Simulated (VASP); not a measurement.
Output of a VASP run:

### OUTCAR
```
 ion  position               nearest neighbor table
   1  0.500  0.000  0.762-   3 2.27   4 2.27   3 2.27   4 2.27   2 3.61   2 3.61   2 3.61   2 3.61
  LATTYP: Found a simple tetragonal cell.
 ALAT       =     3.8760000000
 C/A-ratio  =     1.2736842105
 Subroutine PRICEL returns:
 Original cell was already a primitive cell.
 Subroutine GETGRP returns: Found 16 space group operations
The static configuration has the point symmetry D_2d.
 The point group associated with its full space group is D_4h.
The dynamic configuration has the point symmetry D_2d.
 Subroutine INISYM returns: Found 16 space group operations
 Subroutine IBZKPT returns following result:
 Found     18 irreducible k-points:

 Following reciprocal coordinates:
            Coordinates               Weight
  0.000000  0.000000  0.000000      1.000000
  0.200000  0.000000  0.000000      4.000000
  0.400000  0.000000  0.000000      4.000000
  0.200000  0.200000  0.000000      4.000000
  0.400000  0.200000  0.000000      8.000000
  0.400000  0.400000  0.000000      4.000000
  0.000000  0.000000  0.250000      2.000000
  0.200000  0.000000  0.250000      8.000000
  0.400000  0.000000  0.250000      8.000000
  0.200000  0.200000  0.250000      8.000000
  0.400000  0.200000  0.250000     16.000000
  0.400000  0.400000  0.250000      8.000000
  0.000000  0.000000  0.500000      1.000000
  0.200000  0.000000  0.500000      4.000000
  0.400000  0.000000  0.500000      4.000000
  0.200000  0.200000  0.500000      4.000000
  0.400000  0.200000  0.500000      8.000000
  0.400000  0.400000  0.500000      4.000000
   k-points           NKPTS =     18   k-points in BZ     NKDIM =     18   number of bands    NBANDS=     24
   number of dos      NEDOS =    301   number of ions     NIONS =      4
   total plane-waves  NPLWV =  36000
   dimension x,y,z NGX =    30 NGY =   30 NGZ =   40
   dimension x,y,z NGXF=    30 NGYF=   30 NGZF=   40
   ions per type =               2   2
   PREC   = single    normal or accurate (medium, high low for compatibility)
   ISTART =      0    job   : 0-new  1-cont  2-samecut
   ICHARG =      2    charge: 1-file 2-atom 10-const
   ISPIN  =      1    spin polarized calculation?
   LNONCOLLINEAR =      F non collinear calculations
   LSORBIT =      F    spin-orbit coupling
   INIWAV =      1    electr: 0-lowe 1-rand  2-diag
   ENCUT  =  520.0 eV  38.22 Ry    6.18 a.u.   7.21  7.21  9.18*2*pi/ulx,y,z
   NELM   =    100;   NELMIN=  2; NELMDL= -5     # of ELM steps
   EDIFF  = 0.1E-05   stopping-criterion for ELM
   LREAL  =      F    real-space projection
   NLSPLINE    = F    spline interpolate recip. space projectors
   LMAXMIX     =    4 max onsite mixed and CHGCAR
   VOSKOWN=      0    Vosko Wilk Nusair interpolation
   EDIFFG = 0.1E-04   stopping-criterion for IOM
   NSW    =      0    number of steps for IOM
   NBLOCK =      1;   KBLOCK =      1    inner block; outer block
   IBRION =     -1    ionic relax: 0-MD 1-quasi-New 2-CG
   NFREE  =      0    steps in history (QN), initial steepest desc. (CG)
   ISIF   =      2    stress and relaxation
   ISYM   =      2    0-nonsym 1-usesym 2-fastsym
   TEIN   =    0.0    initial temperature
   TEBEG  =    0.0;   TEEND  =   0.0 temperature during run
   SMASS  =  -3.00    Nose mass-parameter (am)
   PSTRESS=    0.0 pullay stress
   NELECT =      40.0000    total number of electrons
   EFERMI =   0.00;   METHOD = LEGACY
   ISMEAR =     0;   SIGMA  =   0.05  broadening in eV -4-tet -1-fermi 0-gaus
   IALGO  =     38    algorithm
   LDIAG  =      T    sub-space diagonalisation (order eigenvalues)
   IMIX   =      4    mixing-type and parameters
     AMIX     =   0.40;   BMIX     =  1.00
     AMIX_MAG =   1.60;   BMIX_MAG =  1.00
     AMIN     =   0.10
   GGA     = PE    functional components
   VOSKOWN =     0    Vosko Wilk Nusair interpolation
   LHFCALC =     F    Hartree Fock is set to
   LHFONE  =     F    Hartree Fock one center treatment
   AEXX    =    0.0000 exact exchange contribution
...
```

### OSZICAR
```
       N       E                     dE             d eps       ncg     rms          rms(c)
DAV:   1     0.398605224458E+03    0.39861E+03   -0.20689E+04   872   0.251E+03
DAV:   2     0.286587001871E+02   -0.36995E+03   -0.36362E+03   960   0.564E+02
DAV:   3    -0.244295406767E+02   -0.53088E+02   -0.52573E+02  1032   0.190E+02
DAV:   4    -0.264731422705E+02   -0.20436E+01   -0.20417E+01   992   0.424E+01
DAV:   5    -0.265331992739E+02   -0.60057E-01   -0.60050E-01  1128   0.711E+00    0.117E+01
DAV:   6    -0.227761224692E+02    0.37571E+01   -0.27049E+01  1424   0.538E+01    0.495E+00
DAV:   7    -0.227361686535E+02    0.39954E-01   -0.25856E+00  1024   0.102E+01    0.257E+00
DAV:   8    -0.227385856756E+02   -0.24170E-02   -0.61483E-01  1192   0.542E+00    0.105E+00
DAV:   9    -0.227158124045E+02    0.22773E-01   -0.17913E-01  1360   0.371E+00    0.272E-01
DAV:  10    -0.227185385522E+02   -0.27261E-02   -0.23013E-02  1264   0.125E+00    0.247E-01
DAV:  11    -0.227171782568E+02    0.13603E-02   -0.85304E-03  1368   0.788E-01    0.270E-02
DAV:  12    -0.227172663657E+02   -0.88109E-04   -0.77125E-04   920   0.173E-01    0.425E-02
DAV:  13    -0.227172607184E+02    0.56473E-05   -0.88159E-05  1312   0.100E-01    0.674E-03
DAV:  14    -0.227172603025E+02    0.41592E-06   -0.64364E-06  1016   0.220E-02
   1 F= -.22717260E+02 E0= -.22717260E+02  d E =-.319695E-15
```

### OUTCAR
```
------------------------ aborting loop because EDIFF is reached ----------------------------------------
  FORCE on cell =-STRESS in cart. coord.  units (eV):
  Direction    XX          YY          ZZ          XY          YZ          ZX
  --------------------------------------------------------------------------------------
  Total       -0.3938313     -0.3938313     -0.3900693      0.0000000      0.0000000      0.0000000
  in kB       -8.5076135     -8.5076135     -8.4263455      0.0000000      0.0000000      0.0000000
  external PRESSURE =      -8.4805242 kB  Pullay stress =       0.0000000 kB
  volume of cell :       74.17
      direct lattice vectors                 reciprocal lattice vectors
     3.876000000  0.000000000  0.000000000     0.257997936  0.000000000  0.000000000
     0.000000000  3.876000000  0.000000000     0.000000000  0.257997936  0.000000000
     0.000000000  0.000000000  4.936800000     0.000000000  0.000000000  0.202560363
 POSITION                                       TOTAL-FORCE (eV/Angst)
 -----------------------------------------------------------------------------------
      1.93800      0.00000      3.76184         0.000000      0.000000      0.318387
      0.00000      1.93800      1.17496         0.000000      0.000000     -0.318387
      1.93800      1.93800      0.00000        -0.000000      0.000000     -0.000000
      0.00000      0.00000      0.00000         0.000000     -0.000000     -0.000000
 -----------------------------------------------------------------------------------
    total drift:                                0.000000      0.000000     -0.000000
  FREE ENERGIE OF THE ION-ELECTRON SYSTEM (eV)
  ---------------------------------------------------
  free  energy   TOTEN  =       -22.7172603025 eV

  energy  without entropy=      -22.7172603025  energy(sigma->0) =      -22.71726030
```
(Selected blocks of OUTCAR.)

File POSCAR:
```
SnO
1
    3.8760000000     0.0000000000     0.0000000000
    0.0000000000     3.8760000000     0.0000000000
    0.0000000000     0.0000000000     4.9368000000
Sn O
2 2
Direct
  0.5000000000   0.0000000000   0.7620000000
  0.0000000000   0.5000000000   0.2380000000
  0.5000000000   0.5000000000   0.0000000000
  0.0000000000   0.0000000000   0.0000000000
```

### Question
Write an INCAR and KPOINTS that could have produced this output.

### Answer
One answer among several that fit: the input of the run itself, PBE GGA, plane waves, VASP's PBE PAW potentials (set 64).

INCAR:
```
# general
SYSTEM =SnO
PREC   =Single
ENCUT  =520
LREAL  =F
LASPH  =T

# electronic loop
EDIFF  =1E-6
NELM   =100
ALGO   =Normal
LMAXMIX=4

# smearing
ISMEAR =0
SIGMA  =0.05

# functional
GGA    =PE

# ions
ISIF   =2

# output
LWAVE  =F
LCHARG =F
```

KPOINTS:
```
Automatic mesh
0
Gamma
5 5 4
0 0 0
```

POTCAR, in this order: Sn_d O (PBE.64 set). Program: vasp_std.

The compound is SnO in the litharge structure. The cell was not relaxed at this level. The run is one of a series of settings (PREC = Single against the base run), some of them coarse on purpose.
